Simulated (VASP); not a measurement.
```yaml
crystal:
  lattice:
    - [0.00000, 3.01368, 3.01368]
    - [3.01368, 0.00000, 3.01368]
    - [3.01368, 3.01368, 0.00000]
  atoms:
    - { symbol: Cu, position: [0.00000, 0.00000, 0.00000] }
    - { symbol: I, position: [0.25000, 0.25000, 0.25000] }
```

These are rev-vdW-DF2, VASP's PBE PAW potentials (set 64) (plane waves; VASP) values and carry that method's errors. Numerical set-up: 520 eV cut-off, Gaussian smearing of 0.050 eV, potentials Cu I.

Unless said otherwise, spin-orbit coupling is left out, though it shifts the bands of the heavy elements here.

Task: Predict the band gap (along the path) with the smallest direct gap where there is one.

Result: 
| Property | Result |
|---|---|
| band gap (along the path) | 1.11 eV |
| smallest direct gap (along the path) | 1.11 eV |

The absolute energy has meaning only against runs of the same code, potentials and settings.

The compound is CuI in the zinc blende structure. It was relaxed first.
